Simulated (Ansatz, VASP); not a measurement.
Ge4I in VASP and in Ansatz

```
Ge I
1.0
     3.80372    0.00000    0.00000
     0.00000    3.80372    0.00000
     0.00000    0.00000    8.44880
Ge I
4 1
Direct
  0.50000 0.00000 0.33763
  0.00000 0.50000 0.66237
  0.50000 0.00000 0.66237
  0.00000 0.50000 0.33763
  0.00000 0.00000 0.00000
```

Change from the starting cell: ordered vacancies on the anion sites of antifluorite (P4/mmm, No. 123).

Alike in both runs: functional PBE; k mesh 10 × 10 × 6; occupations gaussian, width 0.1 eV; no spin polarisation.

Ansatz relaxed the structure, and its values are those at the end. VASP's run is a single point on that final structure, the one shown.

```csv
,VASP,Ansatz
version,VASP 6.6.1,Ansatz 0.2.0
potentials or method,"VASP PAW PBE potentials, release 64 (Ge_d, I)","scalar-relativistic, plane waves, PAW"
plane-wave cutoff (eV),520,420
valence electrons in the cell,63,73
```

|  | VASP | Ansatz | Ansatz less VASP |
| --- | --- | --- | --- |
| gap on the k mesh at the Fermi level (eV) | none | none | - |
| pressure (GPa) | 0.0 | 0.0 | -0.03 |

A gap of «none» marks a metal or a gap that the smearing closes. The two sets of potentials don't hold the same shells in valence.

Caveats: this functional lacks dispersion, which binds the layers, so the pressure and a relaxed spacing across them are unreliable; an odd number of electrons without spin polarisation forces a metal; a magnetic or distorted state may lie lower. The runs have no spin-orbit coupling, so splittings on I are missing.
